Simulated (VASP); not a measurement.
Consider the following.

```yaml
crystal:
  lattice:
    - [0.00000, 2.99676, 2.99676]
    - [2.99676, 0.00000, 2.99676]
    - [2.99676, 2.99676, 0.00000]
  atoms:
    - { symbol: Cu, position: [0.00000, 0.00000, 0.00000] }
    - { symbol: I, position: [0.25000, 0.25000, 0.25000] }
```

Level of theory: PBE GGA with D3 dispersion (zero damping), VASP's PBE PAW potentials (set 64) (plane waves; VASP). Numerical set-up: 520 eV cut-off, 7×7×7 Γ-centred mesh, Gaussian smearing of 0.050 eV, potentials Cu I.

Unless said otherwise, spin-orbit coupling is left out, though it shifts the bands of the heavy elements here.

Predict the energy per atom (σ→0), band gap (on the k-mesh) with the smallest direct gap where there is one.

```json
{
 "band gap (on the k-mesh)": "1.24 eV",
 "smallest direct gap (on the k-mesh)": "1.24 eV",
 "energy per atom (σ→0)": "-3.054 eV/atom"
}
```

The absolute energy has meaning only against runs of the same code, potentials and settings.

The compound is CuI in the zinc blende structure. It was relaxed first. The start is the result of an earlier pass.
